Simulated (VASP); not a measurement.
Input:

```
CELL_PARAMETERS angstrom
      6.13920     0.00000     0.00000
      0.00000     6.13920     0.00000
      0.00000     0.00000     6.13726
ATOMIC_POSITIONS crystal
  Ga 0.00000 0.00000 0.00000
  Ga 0.50000 0.50000 0.00000
  Sb 0.25000 0.25000 0.24834
  Sb 0.75000 0.75000 0.24834
  Sb 0.75000 0.25000 0.75166
  Sb 0.25000 0.75000 0.75166
  Al 0.50000 0.00000 0.50000
  Al 0.00000 0.50000 0.50000
```

These are PBEsol GGA, VASP's PBE PAW potentials (set 64) (plane waves; VASP 6.6.1) values and carry that method's errors. Run with 400 eV cut-off, 4×4×4 Γ-centred mesh, tetrahedra with Blöchl corrections, potentials Ga_d Sb Al.

The cores are frozen, which limits the accuracy of field gradients.

### Question
Give the principal components of the electric field gradient (V/Å²) and the asymmetry η at each nucleus.

### Answer

```json
[
 {"atom": "Ga1", "Vxx": "0.1", "Vyy": "0.1", "Vzz": "-0.2", "η": "-"},
 {"atom": "Ga2", "Vxx": "0.1", "Vyy": "0.1", "Vzz": "-0.2", "η": "-"},
 {"atom": "Sb3", "Vxx": "60.9", "Vyy": "1.9", "Vzz": "-62.8", "η": "0.94"},
 {"atom": "Sb4", "Vxx": "60.9", "Vyy": "1.9", "Vzz": "-62.8", "η": "0.94"},
 {"atom": "Sb5", "Vxx": "60.9", "Vyy": "1.9", "Vzz": "-62.8", "η": "0.94"},
 {"atom": "Sb6", "Vxx": "60.9", "Vyy": "1.9", "Vzz": "-62.8", "η": "0.94"},
 {"atom": "Al7", "Vxx": "0.0", "Vyy": "0.0", "Vzz": "0.0", "η": "-"},
 {"atom": "Al8", "Vxx": "0.0", "Vyy": "0.0", "Vzz": "0.0", "η": "-"}
]
```

The structure was generated: Al2Ga2Sb4 was put into an ordered model structure (P-4m2), which need not be its known phase. It was relaxed first.
